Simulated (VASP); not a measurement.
# Te2Mo: band structure with PBE+D3(BJ)

**Experimental background.**

“Broadband infrared study of pressure-tunable Fano resonance and metallization transition in 2H-MoTe2”, 2022, pmc:9569381 quotes, for a bulk crystal of Te2Mo at 300 K: band gap 0.88 ± 0.05 eV (indirect).

Crystal: Te2Mo.

```
Te Mo
1.0
     3.49569    0.00000    0.00000
    -1.74784    3.02735    0.00000
     0.00000    0.00000   13.69485
Te Mo
4 2
Direct
  0.33333 0.66667 0.61724
  0.66667 0.33333 0.11724
  0.33333 0.66667 0.88276
  0.66667 0.33333 0.38276
  0.33333 0.66667 0.25000
  0.66667 0.33333 0.75000
```

* Program: VASP 6.6.1
* Task: band structure
* Functional: PBE
* Dispersion: D3(BJ)
* Potentials or basis: VASP PAW PBE potentials, release 64 (Te, Mo_sv)
* Cutoff: 520 eV
* k mesh: 9 × 9 × 2
* Occupations: gaussian, width 0.03 eV
* Spin: no spin polarisation
* Further INCAR settings: ALGO = Normal; EDIFF = 1e-06; NBANDS = 35

| Quantity | Value |
| --- | --- |
| Pressure | 0.0 GPa |
| Largest force | 0.004 eV/Å |
| Band gap on the k mesh | 0.67 eV, indirect (least direct gap 1.03 eV) |
| Band gap along the path | 0.59 eV, indirect (least direct gap 1.03 eV) |
| Dispersion energy per atom | -0.554 eV |

Forces on the atoms (eV/Å):
```
Te   0.000  0.000 -0.004
Te   0.000  0.000 -0.004
Te   0.000  0.000  0.004
Te   0.000  0.000  0.004
Mo   0.000  0.000  0.000
Mo   0.000  0.000  0.000
```

Levels at the corners of the path, in eV from the valence-band top:
| point | band 24 | band 25 | band 26 | band 27 | band 28 | band 29 |
| --- | --- | --- | --- | --- | --- | --- |
| Γ | -1.01 | -0.17 | 0.00 | 2.87 | 2.87 | 3.06 |
| M | -1.04 | -0.66 | -0.26 | 1.26 | 1.34 | 1.40 |
| M | -1.04 | -0.66 | -0.26 | 1.26 | 1.34 | 1.40 |
| K | -1.87 | -0.39 | -0.09 | 0.95 | 0.99 | 0.99 |
| K | -1.87 | -0.39 | -0.09 | 0.95 | 0.99 | 0.99 |
| Γ | -1.01 | -0.17 | 0.00 | 2.87 | 2.87 | 3.06 |
| Γ | -1.01 | -0.17 | 0.00 | 2.87 | 2.87 | 3.06 |
| A | -1.04 | -0.05 | -0.05 | 2.91 | 2.91 | 2.91 |
| A | -1.04 | -0.05 | -0.05 | 2.91 | 2.91 | 2.91 |
| L | -1.04 | -0.46 | -0.46 | 1.29 | 1.29 | 1.63 |
| L | -1.04 | -0.46 | -0.46 | 1.29 | 1.29 | 1.63 |
| H | -2.10 | -0.28 | -0.28 | 1.00 | 1.00 | 1.50 |
| H | -2.10 | -0.28 | -0.28 | 1.00 | 1.00 | 1.50 |
| A | -1.04 | -0.05 | -0.05 | 2.91 | 2.91 | 2.91 |
| L | -1.04 | -0.46 | -0.46 | 1.29 | 1.29 | 1.63 |
| M | -1.04 | -0.66 | -0.26 | 1.26 | 1.34 | 1.40 |
| K | -1.87 | -0.39 | -0.09 | 0.95 | 0.99 | 0.99 |
| H | -2.10 | -0.28 | -0.28 | 1.00 | 1.00 | 1.50 |

Core levels (eV, on the scale of the bands):
```tsv
atom	levels
1 Te	1s -31607.2, 2s -4834.8, 2p -4338.2, 3s -951.0, 3p -789.7, 3d -546.0, 4s -150.6, 4p -100.7, 4d -28.0
2 Te	1s -31607.2, 2s -4834.8, 2p -4338.2, 3s -951.0, 3p -789.7, 3d -546.0, 4s -150.6, 4p -100.7, 4d -28.0
3 Te	1s -31607.2, 2s -4834.8, 2p -4338.2, 3s -951.0, 3p -789.7, 3d -546.0, 4s -150.6, 4p -100.7, 4d -28.0
4 Te	1s -31607.2, 2s -4834.8, 2p -4338.2, 3s -951.0, 3p -789.7, 3d -546.0, 4s -150.6, 4p -100.7, 4d -28.0
5 Mo	1s -19807.3, 2s -2787.4, 2p -2490.4, 3s -464.6, 3p -367.3, 3d -209.1
6 Mo	1s -19807.3, 2s -2787.4, 2p -2490.4, 3s -464.6, 3p -367.3, 3d -209.1
```

Wall time 2.8 min on 2 MPI ranks on Intel(R) Xeon(R) Platinum 8559C (Emerald Rapids) (shared host), peak memory 0.38 GiB a rank.

Against the measured gap of Te2Mo, 0.88 eV (indirect; 300 K; quoted in “Broadband infrared study of pressure-tunable Fano resonance and metallization transition in 2H-MoTe2”, 2022, pmc:9569381), the calculated 0.59 eV is off by -0.29 eV. Spin-orbit coupling on Mo, Te is left out. The value is that of PBE+D3(BJ), without temperature or zero-point motion. Semilocal functionals fall short of measured gaps as a rule.

Caveat: spin-orbit coupling is left out, which moves the levels of the heavy elements.
